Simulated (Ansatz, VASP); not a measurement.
# Cross-check of SiTe2 between VASP and Ansatz

One calculation is typed for both programs; each brings its own data sets. How far apart do they land? The cell is taken from a series of runs on this material, whose earlier steps may have relaxed, scaled, displaced or heated it; both programs get it as it stands.

Program: Ansatz 0.2.0. Level of theory: plane waves, with VASP 6.6.1 beside it; LDA. Results are calculated unless marked as measured.

## 1. Starting point

The cell holds 3 atoms: 1 Si and 2 Te. Its edges and angles: a = 3.714 Å, b = 3.714 Å, c = 30.424 Å, α = 90.0°, β = 90.0°, γ = 120.0°. Vacuum lies along c.

Coordinates:

```cif
data_structure
_symmetry_space_group_name_H-M 'P 1'
_symmetry_Int_Tables_number 1
_cell_length_a 3.7142
_cell_length_b 3.7142
_cell_length_c 30.4240
_cell_angle_alpha 90.000
_cell_angle_beta 90.000
_cell_angle_gamma 120.000
_cell_volume 363.47
loop_
_atom_site_label
_atom_site_type_symbol
_atom_site_fract_x
_atom_site_fract_y
_atom_site_fract_z
_atom_site_occupancy
Si1 Si 0.00000 0.00000 0.32869 1
Te2 Te 0.33333 0.66667 0.38162 1
Te3 Te 0.66667 0.33333 0.27575 1
```

## 2. Ansatz: zone-centre phonons, LDA

Ansatz runs on its PAW soft_1 files.

Second derivatives magnify differences that forces hide, and they need a tight electronic threshold.

The input, input.yaml:

```yaml
crystal:
  lattice:
    - [3.7141666697, 0.0, 0.0]
    - [-1.8570833348, 3.2165626898, 0.0]
    - [0.0, 0.0, 30.424]
  atoms:
    - { symbol: Si, position: [0.0, 0.0, 0.328687878] }
    - { symbol: Te, position: [0.3333333333, 0.6666666667, 0.3816225242] }
    - { symbol: Te, position: [0.6666666667, 0.3333333333, 0.2757532318] }
  periodic: [true, true, false]
kpoints:
  mp_grid: { grid: [18, 18, 1] }
hamiltonian:
  xc: lda
  pseudopotentials: { kind: paw, azcp: { folder: soft_1 }, xc_functional: pbe }
scf:
  occupations: { method: methfessel_paxton, width: 0.2 }
output:
  eigenvalues: true
phonons:
  method: dfpt
```

Run with:

```bash
$ ansatz run input.yaml --threads 8 --pin off --max-ram 16384MiB --backend cpu --events-out ev --progress --plain --runs-dir out
```

Numbers of over 12 decimals in the logs are rounded to 6 here.

The program printed:

```text
Warning: crystal.symmetry: narrowed to the stabiliser of the run's FFT grids — unitary ops 12 → 6. A phonons.method: dfpt run fills in the rows of the dynamical matrix that it does not solve by its symmetry operations, which is exact only for operations that map its FFT grids onto themselves: filled in by any other, the frequencies could depend on the order in which like atoms are typed, or, by more than the grids' own error, on where the crystal sits among the grids' points. Excluded: 6 operations. The run can therefore solve more perturbations, solve them on more k-points, or both, and cost more. [rest of the remark cut]
Engine: ansatz 0.2.0, aarch64-unknown-linux-gnu
Pseudopotentials: kind: paw
Pseudopotential: Si, paw, valence charge 4, recommended cutoff 420 eV (normal), soft_1/Si.paw.azcp
Pseudopotential: Te, paw, valence charge 16, recommended cutoff 420 eV (normal), soft_1/Te.paw.azcp
Functional definition: SPW92
  exchange = slater_x
  correlation = pw_c
Crystal: 3 atoms, lattice volume = 363.471 Å³
Basis set: ecut = 420 eV, 7121 PW (Γ), exchange–correlation on 50×50×432 points (8 copies of the dense FFT grid, shifted against one another)
Bands: 22, of which v1, the nominal top of the filled ones, is band 18 counted from 1 (17 counted from 0)
Symmetry: 12 space group operations
k-points: 91 of 324 (irreducible under 2 space group operations, time reversal used)
Non-local potential: Si, projectors of the file, l = 0: 2, l = 1: 2, l = 2: 1
Non-local potential: Te, projectors of the file, l = 0: 2, l = 1: 2, l = 2: 2, l = 3: 1
PAW form: soft (Blöchl's): semilocal exchange-correlation on the pseudo side does not see the compensation charge
PAW frozen core: Si, regenerated for the run's functional, and the local potential with it (the file was generated under x = pbe(κ = 0.804, μ = 0.219515), c = pbe(β = 0.066725))
PAW frozen core: Te, regenerated for the run's functional, and the local potential with it (the file was generated under x = pbe(κ = 0.804, μ = 0.219515), c = pbe(β = 0.066725))
PAW one-centre angular grid: Si, 110 points (default); XC on 64 Gauss nodes
PAW one-centre angular grid: Te, 590 points (default); XC on 64 Gauss nodes
Initial density: superposition of atomic densities (neutral atoms: chi_scale 0, normalization atom)
Initial wavefunctions: pseudopotential atomic-orbital guess
Functional: x = slater, c = lda
iter 1 solved again at ethr=1.69e-3 eV; its pass at ethr=3.10e-3 eV (dr2=6.10e-1 eV) is discarded
SCF iter   1: F=—  HF=-14263.107104 eV  |F-HF|=—  |Δ(HF+E_count)|=         —  Δρ=9.76e-3  dr2=6.28e-1  ethr=1.69e-3  ⟨swp⟩=1.6  Hψ=20443  notcnv=0
preconditioner: auto → LDOS  [metal: Δε(μ)=0.073 eV  Ē_g=8.673 eV  σ=0.200 eV  W_gap=0.30  n_scr=16 (ndim 8)  ℏωp=7.8 eV  f_vac=0.746  D(μ)=1.36/eV (n_scr^D=6)  β→1.0]
SCF iter   2: F=—  HF=-14263.038773 eV  |F-HF|=—  |Δ(HF+E_count)|=   6.83e-2  S|Δr|=    0.00e0  Δρ=4.61e-3  dr2=3.44e-1  ethr=1.69e-3  ⟨swp⟩=5.2  Hψ=6099  notcnv=0
SCF iter   3: F=—  HF=-14262.975480 eV  |F-HF|=—  |Δ(HF+E_count)|=   6.33e-2  S|Δr|=    0.00e0  Δρ=1.90e-3  dr2=3.17e-2  ethr=9.56e-4  ⟨swp⟩=4.2  Hψ=5881  notcnv=0
SCF iter   4: F=—  HF=-14262.968265 eV  |F-HF|=—  |Δ(HF+E_count)|=   7.22e-3  S|Δr|=    0.00e0  Δρ=2.44e-4  dr2=6.65e-4  ethr=8.81e-5  ⟨swp⟩=3.8  Hψ=4469  notcnv=0
SCF iter   5: F=—  HF=-14262.968139 eV  |F-HF|=—  |Δ(HF+E_count)|=   1.27e-4  S|Δr|=    0.00e0  Δρ=7.22e-5  dr2=2.94e-5  ethr=1.85e-6  ⟨swp⟩=3.6  Hψ=3936  notcnv=0
SCF iter   6: F=—  HF=-14262.968135 eV  |F-HF|=—  |Δ(HF+E_count)|=   3.43e-6  S|Δr|=    0.00e0  Δρ=1.11e-5  dr2=2.74e-7  ethr=8.16e-8  ⟨swp⟩=3.5  Hψ=4880  notcnv=0
SCF iter   7: F=—  HF=-14262.968180 eV  |F-HF|=—  |Δ(HF+E_count)|=   4.48e-5  S|Δr|=    0.00e0  Δρ=1.44e-6  dr2=7.17e-9  ethr=7.60e-10  ⟨swp⟩=3.8  Hψ=4762  notcnv=0
SCF iter   8: F=—  HF=-14262.968180 eV  |F-HF|=—  |Δ(HF+E_count)|=   3.46e-8  S|Δr|=    0.00e0  Δρ=2.77e-7  dr2=1.92e-10  ethr=1.99e-11  ⟨swp⟩=3.4  Hψ=4536  notcnv=0
SCF iter   9: F=-14262.968180 eV  HF=-14262.968180 eV  |F-HF|=3.33e-10  |Δ(HF+E_count)|=   3.16e-9  S|Δr|=    0.00e0  Δρ=5.33e-8  dr2=9.77e-12  ethr=1.00e-12  ⟨swp⟩=18.1  Hψ=18408  notcnv=0
SCF 1 converged in 9 iterations: F = -14262.968180 eV  dr2 = 9.77e-12
  greatest PAW one-centre occupation: 0.999 electrons in one spin orbital (limit 2), on the Te atom at site 2 (counted from 0), in its partial waves of l = 2
DFPT response loops at Γ: preconditioner auto → none (partly filled bands, converged f_vac=0.750); β = 0.50; Broyden in place of MSR1
SCF converged after 9 iterations
Stability not checked: this state was not tested for a lower state beside it, because cold or Methfessel-Paxton smearing, or corrected tetrahedra, fill the levels in a way that the test cannot read (fill_not_monotonic; see scf.lower_state_search)
Free energy (F): -14262.968180 eV
Harris-Foulkes:  -14262.968180 eV  (|F-HF|=3.33e-10)
Internal energy: -14262.968169 eV  (E = F + TS)
E sigma→0 (E₀):  -14262.968177 eV
Entropy (-TS):   -0.000011 eV (-0.004 meV/atom)
Fermi energy:    -4.994594 eV
--- Per-component energies (eV) ---
  E_band       = -997.621701
  E_kinetic    = 389.928507
  E_local      = -59781.578796  (includes V_loc(G=0)·N_el)
  E_nonlocal   = 165.746396
  E_hartree    = 29640.773496
  E_xc         = -300.807425
  E_vxc        = -254.263525  (∫ρ·V_xc dr)
  E_paw        = -9522.374396  (= ΣΔE_a)
  E_vpaw       = -799.001074  (= ΣTr[D̂ρ^β])
  E_aug_tail   = 0.000183  (compensation charges beyond the density's cutoff)
  E_ewald      = 25143.902253
  E_core_change = 1.441615  (= ΣΔE_core)
  E_smearing   = -0.000011  (= −TS)
  E_closure    = 0.000000  (closes the sum)
  Σ components = -14262.968180   (vs F -14262.968180, Δ=0.00e0)
--- Band table (eV; the first three rows and the last of 91) ---
  k-point 0: bands = [... 14 lower, -5.5065, -5.5065, -4.9140, -4.9140, -3.4887, -1.7652, -1.6097, -1.6097]
  k-point 1: bands = [... 14 lower, -6.0359, -5.7168, -5.1365, -4.8012, -3.1656, -1.7944 (-1.7944°), -1.5617, -1.4456]
  k-point 2: bands = [... 14 lower, -6.9419, -6.1043, -5.7534, -4.7037, -2.8505, -1.9901, -1.4013, -0.8885]
  k-point 90: bands = [... 14 lower, -9.1422, -8.3903, -7.1774, -5.9879, -3.9456, -1.9603, -0.4249, 0.1088]
  ° read free of the cell's end (the report's vacuum.weakly_bound_levels)
--- Phonons (Γ-DFPT): 6 representative perturbations + reference, on 91 of 324 k-points (Σ response iterations 22) ---
  ASR residual: 1.295e-4 → 0.000e0 eV/Å²; symmetrization residual: 1.104e-5 eV/Å²
  The last average, over the group as it would stand without the narrowing to the FFT grids, took up to 6.491e-7 eV/Å² of the zone centre's force constants
  ASR residual per site (eV/Å²): 9.24e-6 1.29e-4 1.30e-4
  Γ frequencies (cm⁻¹): 0.00 0.00 0.00 84.23 84.23 148.72 205.39 205.39 302.58
  non-analytic LO–TO correction: not included (Born effective charges unavailable; polar crystals: no LO–TO splitting at Γ)
```

(Continued in part 2 of 2.)

[Lines on the potential files, build, host, timing and source positions are cut from VASP's logs without a mark.]

[Logs are printed without paths, hosts, clocks, repeated set-up lines and the standing remarks that a program may print on its own settings, such as how far it seeks lower states.]

[Hosts, paths, dates, database ids (printed as entryN), source tags and the programs' standing remarks are cut or masked in the printed files.]
